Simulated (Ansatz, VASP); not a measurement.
# Cross-check of GaN (GaN (P6_3mc)) between VASP and Ansatz, part 2 of 2

One calculation is typed for both programs; each brings its own data sets. How far apart do they land? The cell is taken from a series of runs on this material, whose earlier steps may have relaxed, scaled, displaced or heated it; both programs get it as it stands.

VASP 6.6.1 and Ansatz 0.2.0.

So far: The structure; Ansatz: single point, HSE06.

### 3. VASP: single point, HSE06

Level of this step: HSE06; plane waves and PAW (Ga_d, N) (VASP).

The same cell, functional and mesh now go to VASP, with its own data sets.

Lines of VASP's logs that name or quote its potential files are left out, and so is its time.

The run reads the wave functions of an earlier VASP run, which isn't shown here.

The input, INCAR:

```
SYSTEM = GaN
PREC = Accurate
ENCUT = 520
EDIFF = 1E-06
NELM = 100
ISMEAR = 0
SIGMA = 0.01
LREAL = .FALSE.
ALGO = Normal
LHFCALC = .TRUE.
AEXX = 0.25
GGA = PE
HFSCREEN = 0.208
LASPH = .TRUE.
NBANDS = 24
PRECFOCK = Fast
LORBIT = 11
LWAVE = .FALSE.
LCHARG = .FALSE.
KPAR = 8
ISIF = 2
```

The input, POSCAR:

```
GaN
1.0
    3.1832726057      0.0000000000      0.0000000000
   -1.5916363029      2.7567949437      0.0000000000
    0.0000000000      0.0000000000      5.1838317307
Ga N
2 2
Direct
    0.6666700000      0.3333300000      0.4991100000
    0.3333300000      0.6666700000      0.9991100000
    0.6666700000      0.3333300000      0.8758900000
    0.3333300000      0.6666700000      0.3758900000
```

The input, KPOINTS:

```
Automatic mesh
0
Gamma
8 8 4
0 0 0
```

PAW data sets: Ga_d and N (PBE family, release 64).

Command:

```console
$ mpirun -np 8 vasp_std
```

Numbers of over 12 decimals in the logs are rounded to 6 here.

Log:

```text
[banner, memory and clock lines left out]
running    8 mpi-ranks, on    1 nodes
 distrk:  each k-point on    1 cores,    8 groups
 distr:  one band on    1 cores,    1 groups

 POSCAR found type information on POSCAR GaN
 POSCAR found :  2 types and       4 ions
|                                                                             |
|           W    W    AA    RRRRR   N    N  II  N    N   GGGG   !!!           |
|           W    W   A  A   R    R  NN   N  II  NN   N  G    G  !!!           |
|           W    W  A    A  R    R  N N  N  II  N N  N  G       !!!           |
|           W WW W  AAAAAA  RRRRR   N  N N  II  N  N N  G  GGG   !            |
|           WW  WW  A    A  R   R   N   NN  II  N   NN  G    G                |
|           W    W  A    A  R    R  N    N  II  N    N   GGGG   !!!           |
|                                                                             |
|     For optimal performance we recommend to set                             |
|       NCORE = 2 up to number-of-cores-per-socket                            |
|     NCORE specifies how many cores store one orbital (NPAR=cpu/NCORE).      |
|     This setting can greatly improve the performance of VASP for DFT.       |
|     The default, NCORE=1 might be grossly inefficient on modern             |
|     multi-core architectures or massively parallel machines. Do your        |
|     Unfortunately you need to use the default for GW and RPA                |
|     calculations (for HF NCORE is supported but not extensively tested      |
|     yet).                                                                   |
|                                                                             |

 LDA part: xc-table for (Slater+PW92), standard interpolation
 found WAVECAR, reading the header
 POSCAR, INCAR and KPOINTS ok, starting setup
 FFT: planning ... GRIDC
 FFT: planning ... GRID_SOFT
 FFT: planning ... GRID
 reading WAVECAR
 the WAVECAR file was read successfully
 initial charge from wavefunction
 entering main loop
       N       E                     dE             d eps       ncg     rms          rms(c)
DAV:   1    -0.295253312726E+02   -0.29525E+02   -0.12161E+00  4296   0.306E+01    0.791E-01
DAV:   2    -0.295232508430E+02    0.20804E-02   -0.14090E-01  4576   0.722E+00    0.589E-01
DAV:   3    -0.295197724979E+02    0.34783E-02   -0.16541E-02  4808   0.254E+00    0.353E-01
DAV:   4    -0.295194176384E+02    0.35486E-03   -0.42611E-03  4728   0.671E-01    0.163E-01
DAV:   5    -0.295192341291E+02    0.18351E-03   -0.21081E-04  3792   0.141E-01    0.916E-02
DAV:   6    -0.295191632116E+02    0.70917E-04   -0.30960E-05  3896   0.529E-02    0.519E-02
DAV:   7    -0.295191382200E+02    0.24992E-04   -0.85543E-06  3496   0.264E-02    0.299E-02
DAV:   8    -0.295191293484E+02    0.88716E-05   -0.28058E-06  3088   0.164E-02    0.175E-02
DAV:   9    -0.295191261363E+02    0.32121E-05   -0.14311E-06  2472   0.110E-02    0.106E-02
DAV:  10    -0.295191249235E+02    0.12128E-05   -0.53201E-07  1904   0.729E-03    0.639E-03
DAV:  11    -0.295191244429E+02    0.48061E-06   -0.26674E-07  1824   0.499E-03
   1 F= -.29519124E+02 E0= -.29519124E+02  d E =-.177488E-63
```

Parts of OUTCAR (step 3):

```text
ion  position               nearest neighbor table
   1  0.667  0.333  0.499-   4 1.95   4 1.95   4 1.95   3 1.95
   2  0.333  0.667  0.999-   3 1.95   3 1.95   3 1.95   4 1.95
   3  0.667  0.333  0.876-   2 1.95   2 1.95   2 1.95   1 1.95
   4  0.333  0.667  0.376-   1 1.95   1 1.95   1 1.95   2 1.95

  LATTYP: Found a hexagonal cell.
 ALAT       =     3.1832726057
 C/A-ratio  =     1.6284598816

 Subroutine GETGRP returns: Found  4 space group operations
 (whereof  2 operations were pure point group operations)

The static configuration has the point symmetry C_1h.
 The point group associated with its full space group is C_2v.

 Found     63 irreducible k-points:

   k-points           NKPTS =     63   k-points in BZ     NKDIM =    256   number of bands    NBANDS=     24

   dimension x,y,z NGX =    24 NGY =   24 NGZ =   40
   dimension x,y,z NGXF=    48 NGYF=   48 NGZF=   80

   ENCUT  =  520.0 eV  38.22 Ry    6.18 a.u.   5.92  5.92  9.64*2*pi/ulx,y,z

   NELECT =      36.0000    total number of electrons

 k-points in reciprocal lattice and weights: Automatic mesh
   0.00000000  0.00000000  0.00000000       0.004
   0.12500000  0.00000000  0.00000000       0.016
  -0.12500000  0.12500000  0.00000000       0.008
   0.25000000  0.00000000  0.00000000       0.016
  -0.25000000  0.25000000  0.00000000       0.008
   0.37500000  0.00000000  0.00000000       0.016
  -0.37500000  0.37500000  0.00000000       0.008
   0.50000000  0.00000000  0.00000000       0.008
   0.50000000  0.50000000  0.00000000       0.004
[...]
0.37500000  0.25000000  0.50000000       0.016
   0.37500000  0.37500000  0.50000000       0.008

  exchange ACFDT corr.  =         0.00000000  see jH, gK, PRB 81, 115126

 average (electrostatic) potential at core
       1 -56.4241       2 -56.4241       3 -56.9406       4 -56.9406

 E-fermi :   4.6578

 k-point     1 :       0.0000    0.0000    0.0000
  band No.  band energies     occupation
    ...
     14       3.4161      2.00000
     15       3.4164      2.00000
     16       4.5082      2.00000
     17       4.5408      2.00000
     18       4.5409      2.00000
     19       7.7516      0.00000
     20      10.2560      0.00000
     21      15.5277      0.00000
     22      16.0322      0.00000
     23      16.0323      0.00000
    ...

 k-point     2 :       0.1250    0.0000    0.0000
  band No.  band energies     occupation
    ...
     14       2.3080      2.00000
     15       3.0832      2.00000
     16       3.3794      2.00000
     17       4.3389      2.00000
     18       4.3899      2.00000
     19       8.7842      0.00000
     20      11.1662      0.00000
     21      14.7783      0.00000
     22      15.3094      0.00000
     23      16.4597      0.00000
    ...

 k-point     3 :      -0.1250    0.1250    0.0000
  band No.  band energies     occupation
    ...
     14       2.3082      2.00000
     15       3.0830      2.00000
     16       3.3795      2.00000
     17       4.3389      2.00000
     18       4.3898      2.00000
     19       8.7842      0.00000
     20      11.1662      0.00000
     21      14.7781      0.00000
     22      15.3094      0.00000
     23      16.4598      0.00000
    ...

  Total       -0.0058315     -0.0065270     -0.0921225     -0.0006023      0.0000000      0.0000000
  in kB       -0.2053828     -0.2298757     -3.2444952     -0.0212115      0.0000000      0.0000000
  external PRESSURE =      -1.2265846 kB  Pullay stress =       0.0000000 kB

  energy-cutoff  :      520.00
  volume of cell :       45.49
      direct lattice vectors                 reciprocal lattice vectors
     3.183272606  0.000000000  0.000000000     0.314142118  0.181370037  0.000000000
    -1.591636303  2.756794944  0.000000000     0.000000000  0.362740073  0.000000000
     0.000000000  0.000000000  5.183831731     0.000000000  0.000000000  0.192907496

 POSITION                                       TOTAL-FORCE (eV/Angst)
 -----------------------------------------------------------------------------------
      1.59165      0.91892      2.58730        -0.000407      0.000235     -0.013381
     -0.00002      1.83787      5.17922         0.000407     -0.000235     -0.013381
      1.59165      0.91892      4.54047        -0.000420      0.000242      0.013381
     -0.00002      1.83787      1.94855         0.000420     -0.000242      0.013381
 -----------------------------------------------------------------------------------
    total drift:                               -0.000002     -0.000000     -0.000990

  FREE ENERGIE OF THE ION-ELECTRON SYSTEM (eV)
  ---------------------------------------------------
  free  energy   TOTEN  =       -29.5191244429 eV

  energy  without entropy=      -29.5191244429  energy(sigma->0) =      -29.51912444

 total charge
# of ion       s       p       d       tot
------------------------------------------
    1        0.753   0.896  10.204  11.853
    2        0.753   0.896  10.204  11.853
    3        1.221   2.545   0.000   3.766
    4        1.221   2.545   0.000   3.766
--------------------------------------------------
tot          3.948   6.883  20.407  31.238

[... 3 further parts left out ...]
```

The run ends at a pressure of -0.12 GPa, with forces up to 0.013 eV/Å.

### 4. Comparison

Known differences besides the potentials themselves: exact exchange at q = 0 is treated differently, which shows on coarse meshes; VASP keeps PBE cores, Ansatz makes them for the functional; fixed occupations in Ansatz, narrow Gaussian smearing in VASP; the cutoff is 420 eV in Ansatz and 520 eV in VASP; VASP takes a coarser grid for exact exchange (PRECFOCK = Fast). Total energies have different zeros and are not compared.

The two programs side by side:

| quantity | Ansatz | VASP | difference |
| --- | --- | --- | --- |
| gap on the k mesh (eV) | 3.196 | 3.211 | -0.014 |

A gap on the mesh is an upper bound, since the band edges may lie between its points.

### 5. Outcome

- difference in gap on the k mesh (single point, HSE06): -0.014 eV

The difference in gap on the k mesh is -0.014 eV (single point, HSE06), within the 0.08 eV picked in this series as the mark of a large difference. How closely two codes agree says nothing of how well the functional describes the real material.

[Lines on the potential files, build, host, timing and source positions are cut from VASP's logs without a mark.]

[Logs are printed without paths, hosts, clocks, repeated set-up lines and the standing remarks that a program may print on its own settings, such as how far it seeks lower states.]

[Hosts, paths, dates, database ids (printed as entryN), source tags and the programs' standing remarks are cut or masked in the printed files.]
